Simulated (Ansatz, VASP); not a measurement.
## Cross-check of GaSb between VASP and Ansatz

Wanted: the spread between two codes on one cell, functional and k mesh. The cell is taken from a series of runs on this material, whose earlier steps may have relaxed, scaled, displaced or heated it; both programs get it as it stands.

Method: plane waves, with VASP 6.6.1 beside it; zone-centre phonons at PBEsol, in Ansatz 0.2.0.

### Step 1. The starting structure

It takes space group F-43m (No. 216, cubic). Conventional cell: a = 6.091 Å, b = 6.091 Å, c = 6.091 Å, α = 90.00°, β = 90.00°, γ = 90.00°. Nearest to Ga lie 4 Sb at 2.64 Å. Nearest to Sb lie 4 Ga at 2.64 Å. Farther neighbours are not listed.

### Step 2. VASP: zone-centre phonons, PBEsol

Second derivatives magnify differences that forces hide, and they need a tight electronic threshold.

Lines of VASP's logs that name or quote its potential files are left out, and so is its time.

File INCAR:

```
SYSTEM = GaSb
PREC = Accurate
ENCUT = 500
EDIFF = 1E-08
NELM = 120
ISMEAR = 0
SIGMA = 0.015
LREAL = .FALSE.
ALGO = Normal
GGA = PS
NBANDS = 15
LORBIT = 11
LWAVE = .FALSE.
LCHARG = .FALSE.
ISIF = 2
ISYM = 2
IBRION = 8
LASPH = .TRUE.
GGA_COMPAT = .FALSE.
EFERMI = MIDGAP
KPAR = 2
```

File POSCAR:

```
GaSb
1.0
   -0.0004545466      3.0453435150      3.0453435150
    3.0453435150     -0.0004545466      3.0453435150
    3.0453435150      3.0453435150     -0.0004545466
Ga Sb
1 1
Direct
    0.0000251196      0.0000251196      0.0000251196
    0.7499748804      0.7499748804      0.7499748804
```

File KPOINTS:

```
Points of the shifted mesh
1728
Reciprocal
 0.0416666667  0.0416666667  0.0416666667 1
 0.0416666667  0.0416666667  0.1250000000 1
 0.0416666667  0.0416666667  0.2083333333 1
 0.0416666667  0.0416666667  0.2916666667 1
 0.0416666667  0.0416666667  0.3750000000 1
 0.0416666667  0.0416666667  0.4583333333 1
 0.0416666667  0.0416666667  0.5416666667 1
 0.0416666667  0.0416666667  0.6250000000 1
 0.0416666667  0.0416666667  0.7083333333 1
 0.0416666667  0.0416666667  0.7916666667 1
 0.0416666667  0.0416666667  0.8750000000 1
 0.0416666667  0.0416666667  0.9583333333 1
 0.0416666667  0.1250000000  0.0416666667 1
 0.0416666667  0.1250000000  0.1250000000 1
 0.0416666667  0.1250000000  0.2083333333 1
 0.0416666667  0.1250000000  0.2916666667 1
 0.0416666667  0.1250000000  0.3750000000 1
 0.0416666667  0.1250000000  0.4583333333 1
 0.0416666667  0.1250000000  0.5416666667 1
 0.0416666667  0.1250000000  0.6250000000 1
 0.0416666667  0.1250000000  0.7083333333 1
 0.0416666667  0.1250000000  0.7916666667 1
 0.0416666667  0.1250000000  0.8750000000 1
 0.0416666667  0.1250000000  0.9583333333 1
 0.0416666667  0.2083333333  0.0416666667 1
 0.0416666667  0.2083333333  0.1250000000 1
 0.0416666667  0.2083333333  0.2083333333 1
 0.0416666667  0.2083333333  0.2916666667 1
 0.0416666667  0.2083333333  0.3750000000 1
 0.0416666667  0.2083333333  0.4583333333 1
 0.0416666667  0.2083333333  0.5416666667 1
 0.0416666667  0.2083333333  0.6250000000 1
 0.0416666667  0.2083333333  0.7083333333 1
 0.0416666667  0.2083333333  0.7916666667 1
 0.0416666667  0.2083333333  0.8750000000 1
 0.0416666667  0.2083333333  0.9583333333 1
 0.0416666667  0.2916666667  0.0416666667 1
 0.0416666667  0.2916666667  0.1250000000 1
 0.0416666667  0.2916666667  0.2083333333 1
 0.0416666667  0.2916666667  0.2916666667 1
 0.0416666667  0.2916666667  0.3750000000 1
 0.0416666667  0.2916666667  0.4583333333 1
 0.0416666667  0.2916666667  0.5416666667 1
 0.0416666667  0.2916666667  0.6250000000 1
 0.0416666667  0.2916666667  0.7083333333 1
 0.0416666667  0.2916666667  0.7916666667 1
 0.0416666667  0.2916666667  0.8750000000 1
 0.0416666667  0.2916666667  0.9583333333 1
 0.0416666667  0.3750000000  0.0416666667 1
 0.0416666667  0.3750000000  0.1250000000 1
 0.0416666667  0.3750000000  0.2083333333 1
 0.0416666667  0.3750000000  0.2916666667 1
 0.0416666667  0.3750000000  0.3750000000 1
 0.0416666667  0.3750000000  0.4583333333 1
 0.0416666667  0.3750000000  0.5416666667 1
 0.0416666667  0.3750000000  0.6250000000 1
 0.0416666667  0.3750000000  0.7083333333 1
 0.0416666667  0.3750000000  0.7916666667 1
 0.0416666667  0.3750000000  0.8750000000 1
 0.0416666667  0.3750000000  0.9583333333 1
 0.0416666667  0.4583333333  0.0416666667 1
 0.0416666667  0.4583333333  0.1250000000 1
 0.0416666667  0.4583333333  0.2083333333 1
 0.0416666667  0.4583333333  0.2916666667 1
 0.0416666667  0.4583333333  0.3750000000 1
 0.0416666667  0.4583333333  0.4583333333 1
 0.0416666667  0.4583333333  0.5416666667 1
 0.0416666667  0.4583333333  0.6250000000 1
 0.0416666667  0.4583333333  0.7083333333 1
 0.0416666667  0.4583333333  0.7916666667 1
 0.0416666667  0.4583333333  0.8750000000 1
 0.0416666667  0.4583333333  0.9583333333 1
 0.0416666667  0.5416666667  0.0416666667 1
 0.0416666667  0.5416666667  0.1250000000 1
 0.0416666667  0.5416666667  0.2083333333 1
 0.0416666667  0.5416666667  0.2916666667 1
 0.0416666667  0.5416666667  0.3750000000 1
 0.0416666667  0.5416666667  0.4583333333 1
 0.0416666667  0.5416666667  0.5416666667 1
 0.0416666667  0.5416666667  0.6250000000 1
 0.0416666667  0.5416666667  0.7083333333 1
 0.0416666667  0.5416666667  0.7916666667 1
 0.0416666667  0.5416666667  0.8750000000 1
 0.0416666667  0.5416666667  0.9583333333 1
 0.0416666667  0.6250000000  0.0416666667 1
 0.0416666667  0.6250000000  0.1250000000 1
 0.0416666667  0.6250000000  0.2083333333 1
 0.0416666667  0.6250000000  0.2916666667 1
 0.0416666667  0.6250000000  0.3750000000 1
 0.0416666667  0.6250000000  0.4583333333 1
 0.0416666667  0.6250000000  0.5416666667 1
 0.0416666667  0.6250000000  0.6250000000 1
 0.0416666667  0.6250000000  0.7083333333 1
 0.0416666667  0.6250000000  0.7916666667 1
 0.0416666667  0.6250000000  0.8750000000 1
 0.0416666667  0.6250000000  0.9583333333 1
 0.0416666667  0.7083333333  0.0416666667 1
 0.0416666667  0.7083333333  0.1250000000 1
 0.0416666667  0.7083333333  0.2083333333 1
 0.0416666667  0.7083333333  0.2916666667 1
 0.0416666667  0.7083333333  0.3750000000 1
 0.0416666667  0.7083333333  0.4583333333 1
 0.0416666667  0.7083333333  0.5416666667 1
 0.0416666667  0.7083333333  0.6250000000 1
 0.0416666667  0.7083333333  0.7083333333 1
 0.0416666667  0.7083333333  0.7916666667 1
 0.0416666667  0.7083333333  0.8750000000 1
 0.0416666667  0.7083333333  0.9583333333 1
 0.0416666667  0.7916666667  0.0416666667 1
 0.0416666667  0.7916666667  0.1250000000 1
 0.0416666667  0.7916666667  0.2083333333 1
 0.0416666667  0.7916666667  0.2916666667 1
[... 1390 lines left out ...]
 0.8750000000  0.4583333333  0.1250000000 1
 0.8750000000  0.4583333333  0.2083333333 1
 0.8750000000  0.4583333333  0.2916666667 1
 0.8750000000  0.4583333333  0.3750000000 1
 0.8750000000  0.4583333333  0.4583333333 1
 0.8750000000  0.4583333333  0.5416666667 1
 0.8750000000  0.4583333333  0.6250000000 1
 0.8750000000  0.4583333333  0.7083333333 1
 0.8750000000  0.4583333333  0.7916666667 1
 0.8750000000  0.4583333333  0.8750000000 1
 0.8750000000  0.4583333333  0.9583333333 1
 0.8750000000  0.5416666667  0.0416666667 1
 0.8750000000  0.5416666667  0.1250000000 1
 0.8750000000  0.5416666667  0.2083333333 1
 0.8750000000  0.5416666667  0.2916666667 1
 0.8750000000  0.5416666667  0.3750000000 1
 0.8750000000  0.5416666667  0.4583333333 1
 0.8750000000  0.5416666667  0.5416666667 1
 0.8750000000  0.5416666667  0.6250000000 1
 0.8750000000  0.5416666667  0.7083333333 1
 0.8750000000  0.5416666667  0.7916666667 1
 0.8750000000  0.5416666667  0.8750000000 1
 0.8750000000  0.5416666667  0.9583333333 1
 0.8750000000  0.6250000000  0.0416666667 1
 0.8750000000  0.6250000000  0.1250000000 1
 0.8750000000  0.6250000000  0.2083333333 1
 0.8750000000  0.6250000000  0.2916666667 1
 0.8750000000  0.6250000000  0.3750000000 1
 0.8750000000  0.6250000000  0.4583333333 1
 0.8750000000  0.6250000000  0.5416666667 1
 0.8750000000  0.6250000000  0.6250000000 1
 0.8750000000  0.6250000000  0.7083333333 1
 0.8750000000  0.6250000000  0.7916666667 1
 0.8750000000  0.6250000000  0.8750000000 1
 0.8750000000  0.6250000000  0.9583333333 1
 0.8750000000  0.7083333333  0.0416666667 1
 0.8750000000  0.7083333333  0.1250000000 1
 0.8750000000  0.7083333333  0.2083333333 1
 0.8750000000  0.7083333333  0.2916666667 1
 0.8750000000  0.7083333333  0.3750000000 1
 0.8750000000  0.7083333333  0.4583333333 1
 0.8750000000  0.7083333333  0.5416666667 1
 0.8750000000  0.7083333333  0.6250000000 1
 0.8750000000  0.7083333333  0.7083333333 1
 0.8750000000  0.7083333333  0.7916666667 1
 0.8750000000  0.7083333333  0.8750000000 1
 0.8750000000  0.7083333333  0.9583333333 1
 0.8750000000  0.7916666667  0.0416666667 1
 0.8750000000  0.7916666667  0.1250000000 1
 0.8750000000  0.7916666667  0.2083333333 1
 0.8750000000  0.7916666667  0.2916666667 1
 0.8750000000  0.7916666667  0.3750000000 1
 0.8750000000  0.7916666667  0.4583333333 1
 0.8750000000  0.7916666667  0.5416666667 1
 0.8750000000  0.7916666667  0.6250000000 1
 0.8750000000  0.7916666667  0.7083333333 1
 0.8750000000  0.7916666667  0.7916666667 1
 0.8750000000  0.7916666667  0.8750000000 1
 0.8750000000  0.7916666667  0.9583333333 1
 0.8750000000  0.8750000000  0.0416666667 1
 0.8750000000  0.8750000000  0.1250000000 1
 0.8750000000  0.8750000000  0.2083333333 1
 0.8750000000  0.8750000000  0.2916666667 1
 0.8750000000  0.8750000000  0.3750000000 1
 0.8750000000  0.8750000000  0.4583333333 1
 0.8750000000  0.8750000000  0.5416666667 1
 0.8750000000  0.8750000000  0.6250000000 1
 0.8750000000  0.8750000000  0.7083333333 1
 0.8750000000  0.8750000000  0.7916666667 1
 0.8750000000  0.8750000000  0.8750000000 1
 0.8750000000  0.8750000000  0.9583333333 1
 0.8750000000  0.9583333333  0.0416666667 1
 0.8750000000  0.9583333333  0.1250000000 1
 0.8750000000  0.9583333333  0.2083333333 1
 0.8750000000  0.9583333333  0.2916666667 1
 0.8750000000  0.9583333333  0.3750000000 1
 0.8750000000  0.9583333333  0.4583333333 1
 0.8750000000  0.9583333333  0.5416666667 1
 0.8750000000  0.9583333333  0.6250000000 1
 0.8750000000  0.9583333333  0.7083333333 1
 0.8750000000  0.9583333333  0.7916666667 1
 0.8750000000  0.9583333333  0.8750000000 1
 0.8750000000  0.9583333333  0.9583333333 1
 0.9583333333  0.0416666667  0.0416666667 1
 0.9583333333  0.0416666667  0.1250000000 1
 0.9583333333  0.0416666667  0.2083333333 1
 0.9583333333  0.0416666667  0.2916666667 1
 0.9583333333  0.0416666667  0.3750000000 1
 0.9583333333  0.0416666667  0.4583333333 1
 0.9583333333  0.0416666667  0.5416666667 1
 0.9583333333  0.0416666667  0.6250000000 1
 0.9583333333  0.0416666667  0.7083333333 1
 0.9583333333  0.0416666667  0.7916666667 1
 0.9583333333  0.0416666667  0.8750000000 1
 0.9583333333  0.0416666667  0.9583333333 1
 0.9583333333  0.1250000000  0.0416666667 1
 0.9583333333  0.1250000000  0.1250000000 1
 0.9583333333  0.1250000000  0.2083333333 1
 0.9583333333  0.1250000000  0.2916666667 1
 0.9583333333  0.1250000000  0.3750000000 1
 0.9583333333  0.1250000000  0.4583333333 1
 0.9583333333  0.1250000000  0.5416666667 1
 0.9583333333  0.1250000000  0.6250000000 1
 0.9583333333  0.1250000000  0.7083333333 1
 0.9583333333  0.1250000000  0.7916666667 1
 0.9583333333  0.1250000000  0.8750000000 1
 0.9583333333  0.1250000000  0.9583333333 1
 0.9583333333  0.2083333333  0.0416666667 1
 0.9583333333  0.2083333333  0.1250000000 1
 0.9583333333  0.2083333333  0.2083333333 1
 0.9583333333  0.2083333333  0.2916666667 1
 0.9583333333  0.2083333333  0.3750000000 1
 0.9583333333  0.2083333333  0.4583333333 1
 0.9583333333  0.2083333333  0.5416666667 1
 0.9583333333  0.2083333333  0.6250000000 1
 0.9583333333  0.2083333333  0.7083333333 1
 0.9583333333  0.2083333333  0.7916666667 1
 0.9583333333  0.2083333333  0.8750000000 1
 0.9583333333  0.2083333333  0.9583333333 1
 0.9583333333  0.2916666667  0.0416666667 1
 0.9583333333  0.2916666667  0.1250000000 1
 0.9583333333  0.2916666667  0.2083333333 1
 0.9583333333  0.2916666667  0.2916666667 1
 0.9583333333  0.2916666667  0.3750000000 1
 0.9583333333  0.2916666667  0.4583333333 1
 0.9583333333  0.2916666667  0.5416666667 1
 0.9583333333  0.2916666667  0.6250000000 1
 0.9583333333  0.2916666667  0.7083333333 1
 0.9583333333  0.2916666667  0.7916666667 1
 0.9583333333  0.2916666667  0.8750000000 1
 0.9583333333  0.2916666667  0.9583333333 1
 0.9583333333  0.3750000000  0.0416666667 1
 0.9583333333  0.3750000000  0.1250000000 1
 0.9583333333  0.3750000000  0.2083333333 1
 0.9583333333  0.3750000000  0.2916666667 1
 0.9583333333  0.3750000000  0.3750000000 1
 0.9583333333  0.3750000000  0.4583333333 1
 0.9583333333  0.3750000000  0.5416666667 1
 0.9583333333  0.3750000000  0.6250000000 1
 0.9583333333  0.3750000000  0.7083333333 1
 0.9583333333  0.3750000000  0.7916666667 1
 0.9583333333  0.3750000000  0.8750000000 1
 0.9583333333  0.3750000000  0.9583333333 1
 0.9583333333  0.4583333333  0.0416666667 1
 0.9583333333  0.4583333333  0.1250000000 1
 0.9583333333  0.4583333333  0.2083333333 1
 0.9583333333  0.4583333333  0.2916666667 1
 0.9583333333  0.4583333333  0.3750000000 1
 0.9583333333  0.4583333333  0.4583333333 1
 0.9583333333  0.4583333333  0.5416666667 1
 0.9583333333  0.4583333333  0.6250000000 1
 0.9583333333  0.4583333333  0.7083333333 1
 0.9583333333  0.4583333333  0.7916666667 1
 0.9583333333  0.4583333333  0.8750000000 1
 0.9583333333  0.4583333333  0.9583333333 1
 0.9583333333  0.5416666667  0.0416666667 1
 0.9583333333  0.5416666667  0.1250000000 1
 0.9583333333  0.5416666667  0.2083333333 1
 0.9583333333  0.5416666667  0.2916666667 1
 0.9583333333  0.5416666667  0.3750000000 1
 0.9583333333  0.5416666667  0.4583333333 1
 0.9583333333  0.5416666667  0.5416666667 1
 0.9583333333  0.5416666667  0.6250000000 1
 0.9583333333  0.5416666667  0.7083333333 1
 0.9583333333  0.5416666667  0.7916666667 1
 0.9583333333  0.5416666667  0.8750000000 1
 0.9583333333  0.5416666667  0.9583333333 1
 0.9583333333  0.6250000000  0.0416666667 1
 0.9583333333  0.6250000000  0.1250000000 1
 0.9583333333  0.6250000000  0.2083333333 1
 0.9583333333  0.6250000000  0.2916666667 1
 0.9583333333  0.6250000000  0.3750000000 1
 0.9583333333  0.6250000000  0.4583333333 1
 0.9583333333  0.6250000000  0.5416666667 1
 0.9583333333  0.6250000000  0.6250000000 1
 0.9583333333  0.6250000000  0.7083333333 1
 0.9583333333  0.6250000000  0.7916666667 1
 0.9583333333  0.6250000000  0.8750000000 1
 0.9583333333  0.6250000000  0.9583333333 1
 0.9583333333  0.7083333333  0.0416666667 1
 0.9583333333  0.7083333333  0.1250000000 1
 0.9583333333  0.7083333333  0.2083333333 1
 0.9583333333  0.7083333333  0.2916666667 1
 0.9583333333  0.7083333333  0.3750000000 1
 0.9583333333  0.7083333333  0.4583333333 1
 0.9583333333  0.7083333333  0.5416666667 1
 0.9583333333  0.7083333333  0.6250000000 1
 0.9583333333  0.7083333333  0.7083333333 1
 0.9583333333  0.7083333333  0.7916666667 1
 0.9583333333  0.7083333333  0.8750000000 1
 0.9583333333  0.7083333333  0.9583333333 1
 0.9583333333  0.7916666667  0.0416666667 1
 0.9583333333  0.7916666667  0.1250000000 1
 0.9583333333  0.7916666667  0.2083333333 1
 0.9583333333  0.7916666667  0.2916666667 1
 0.9583333333  0.7916666667  0.3750000000 1
 0.9583333333  0.7916666667  0.4583333333 1
 0.9583333333  0.7916666667  0.5416666667 1
 0.9583333333  0.7916666667  0.6250000000 1
 0.9583333333  0.7916666667  0.7083333333 1
 0.9583333333  0.7916666667  0.7916666667 1
 0.9583333333  0.7916666667  0.8750000000 1
 0.9583333333  0.7916666667  0.9583333333 1
 0.9583333333  0.8750000000  0.0416666667 1
 0.9583333333  0.8750000000  0.1250000000 1
 0.9583333333  0.8750000000  0.2083333333 1
 0.9583333333  0.8750000000  0.2916666667 1
 0.9583333333  0.8750000000  0.3750000000 1
 0.9583333333  0.8750000000  0.4583333333 1
 0.9583333333  0.8750000000  0.5416666667 1
 0.9583333333  0.8750000000  0.6250000000 1
 0.9583333333  0.8750000000  0.7083333333 1
 0.9583333333  0.8750000000  0.7916666667 1
 0.9583333333  0.8750000000  0.8750000000 1
 0.9583333333  0.8750000000  0.9583333333 1
 0.9583333333  0.9583333333  0.0416666667 1
 0.9583333333  0.9583333333  0.1250000000 1
 0.9583333333  0.9583333333  0.2083333333 1
 0.9583333333  0.9583333333  0.2916666667 1
 0.9583333333  0.9583333333  0.3750000000 1
 0.9583333333  0.9583333333  0.4583333333 1
 0.9583333333  0.9583333333  0.5416666667 1
 0.9583333333  0.9583333333  0.6250000000 1
 0.9583333333  0.9583333333  0.7083333333 1
 0.9583333333  0.9583333333  0.7916666667 1
 0.9583333333  0.9583333333  0.8750000000 1
 0.9583333333  0.9583333333  0.9583333333 1
```

PAW data sets: Ga_d and Sb (PBE family, release 64).

Run with:

```sh
$ mpirun -np 2 vasp_std
```

Numbers of over 12 decimals in the logs are rounded to 6 here.

The log of the run:

```text
[banner, memory and clock lines left out]
running    2 mpi-ranks, on    1 nodes
 distrk:  each k-point on    1 cores,    2 groups
 distr:  one band on    1 cores,    1 groups

 POSCAR found type information on POSCAR GaSb
 POSCAR found :  2 types and       2 ions
|                                                                             |
|               ----> ADVICE to this user running VASP <----                  |
|                                                                             |
|     You enforced a specific xc type in the INCAR file but a different       |
|     [... a line on the potential file left out ...]
|     I HOPE YOU KNOW WHAT YOU ARE DOING!                                     |
|                                                                             |

 LDA part: xc-table for (Slater+PW92), standard interpolation
 POSCAR, INCAR and KPOINTS ok, starting setup
 FFT: planning ... GRIDC
 FFT: planning ... GRID_SOFT
 FFT: planning ... GRID
 WAVECAR not read
 entering main loop
       N       E                     dE             d eps       ncg     rms          rms(c)
DAV:   1     0.794603904821E+02    0.79460E+02   -0.85030E+03 52612   0.145E+03
DAV:   2    -0.216544225828E+01   -0.81626E+02   -0.78726E+02 60247   0.298E+02
DAV:   3    -0.814917293113E+01   -0.59837E+01   -0.59636E+01 61857   0.667E+01
DAV:   4    -0.825424957615E+01   -0.10508E+00   -0.10506E+00 64259   0.994E+00
DAV:   5    -0.825677740857E+01   -0.25278E-02   -0.25278E-02 66932   0.135E+00    0.318E+00
DAV:   6    -0.818100947217E+01    0.75768E-01   -0.87807E-02 67723   0.528E+00    0.187E+00
DAV:   7    -0.815425651646E+01    0.26753E-01   -0.45983E-02 64672   0.202E+00    0.365E-01
DAV:   8    -0.815430421756E+01   -0.47701E-04   -0.49470E-03 67751   0.893E-01    0.104E-01
DAV:   9    -0.815458140441E+01   -0.27719E-03   -0.45214E-04 58350   0.174E-01    0.382E-02
DAV:  10    -0.815457438765E+01    0.70168E-05   -0.19903E-05 69010   0.397E-02    0.105E-02
DAV:  11    -0.815458377613E+01   -0.93885E-05   -0.12196E-05 58560   0.250E-02    0.452E-03
DAV:  12    -0.815458387743E+01   -0.10131E-06   -0.45551E-07 68507   0.679E-03    0.796E-04
DAV:  13    -0.815458385900E+01    0.18435E-07   -0.43670E-08 59671   0.140E-03    0.511E-04
DAV:  14    -0.815458390264E+01   -0.43642E-07   -0.40594E-09 53668   0.857E-04    0.571E-05
DAV:  15    -0.815458390939E+01   -0.67448E-08   -0.69797E-10 35804   0.340E-04
   1 F= -.81545839E+01 E0= -.81545839E+01  d E =-.338394E-89
 Linear response reoptimize wavefunctions to high precision
DAV:   1    -0.815458390493E+01    0.44556E-08   -0.16395E-10 38954   0.162E-04
DAV:   2    -0.815458390493E+01   -0.18190E-11   -0.44778E-11 31429   0.691E-05
 Linear response DOF=           2
 Linear response progress:
  Degree of freedom:   1/  2
       N       E                     dE             d eps       ncg     rms          rms(c)
RMM:   1    -0.165990622987E+00   -0.16599E+00    0.69787E-02 64682   0.806E+00
RMM:   2    -0.164799163022E+00    0.11915E-02   -0.27602E-02 98083   0.136E+00    0.391E-02
RMM:   3    -0.164903866644E+00   -0.10470E-03   -0.36374E-03102249   0.429E-01    0.264E-02
RMM:   4    -0.164779716676E+00    0.12415E-03   -0.15087E-03110504   0.198E-01    0.132E-02
RMM:   5    -0.164779686260E+00    0.30416E-07   -0.75608E-05107810   0.524E-02    0.447E-03
RMM:   6    -0.164785018441E+00   -0.53322E-05   -0.67481E-06108962   0.217E-02    0.435E-04
RMM:   7    -0.164780721131E+00    0.42973E-05    0.24701E-06105956   0.934E-03    0.510E-04
RMM:   8    -0.164783335265E+00   -0.26141E-05    0.99449E-07105940   0.436E-03    0.193E-04
RMM:   9    -0.164785252142E+00   -0.19169E-05    0.62329E-08107626   0.205E-03    0.631E-05
RMM:  10    -0.164785832478E+00   -0.58034E-06    0.18266E-06105925   0.103E-03    0.278E-05
RMM:  11    -0.164786137166E+00   -0.30469E-06   -0.18298E-07110807   0.503E-04    0.936E-06
RMM:  12    -0.164786083179E+00    0.53988E-07    0.35093E-07108389   0.244E-04    0.117E-05
RMM:  13    -0.164786195933E+00   -0.11275E-06   -0.21428E-08107057   0.127E-04    0.580E-06
RMM:  14    -0.164786231767E+00   -0.35834E-07    0.61398E-08108696   0.715E-05    0.967E-07
RMM:  15    -0.164786237842E+00   -0.60746E-08   -0.84235E-09107291   0.421E-05    0.112E-06
 first order change of Fermi-energy  -0.60982E+00
 force on displaced ion       1 direction 1 :  -8.202  -0.002  -0.002
 Linear response progress:
  Degree of freedom:   2/  2
       N       E                     dE             d eps       ncg     rms          rms(c)
RMM:   1    -0.285139904511E-01   -0.28514E-01    0.39534E-03104851   0.137E+00
RMM:   2    -0.256554695675E-01    0.28585E-02   -0.36190E-03 95242   0.386E-01    0.663E-02
RMM:   3    -0.255986228944E-01    0.56847E-04   -0.20596E-04104611   0.103E-01    0.361E-02
RMM:   4    -0.256476905641E-01   -0.49068E-04   -0.42376E-05105020   0.444E-02    0.448E-03
RMM:   5    -0.256580557226E-01   -0.10365E-04   -0.60385E-06109516   0.156E-02    0.280E-03
RMM:   6    -0.256513708940E-01    0.66848E-05   -0.10056E-06104438   0.537E-03    0.819E-04
RMM:   7    -0.256502056650E-01    0.11652E-05   -0.91412E-08108528   0.163E-03    0.257E-04
RMM:   8    -0.256495567879E-01    0.64888E-06   -0.20163E-08103574   0.589E-04    0.804E-05
RMM:   9    -0.256494550248E-01    0.10176E-06   -0.34682E-09104436   0.222E-04    0.254E-05
RMM:  10    -0.256494612691E-01   -0.62443E-08   -0.10628E-09104165   0.912E-05    0.210E-06
 first order change of Fermi-energy   0.60982E+00
 force on displaced ion       2 direction 1 :  -8.223  -0.002  -0.002
 Linear response finished
```

(Part 1 of 2 ends here.)

[Lines on the potential files, build, host, timing and source positions are cut from VASP's logs without a mark.]

[Logs are printed without paths, hosts, clocks, repeated set-up lines and the standing remarks that a program may print on its own settings, such as how far it seeks lower states.]

[Hosts, paths, dates, database ids (printed as entryN), source tags and the programs' standing remarks are cut or masked in the printed files.]
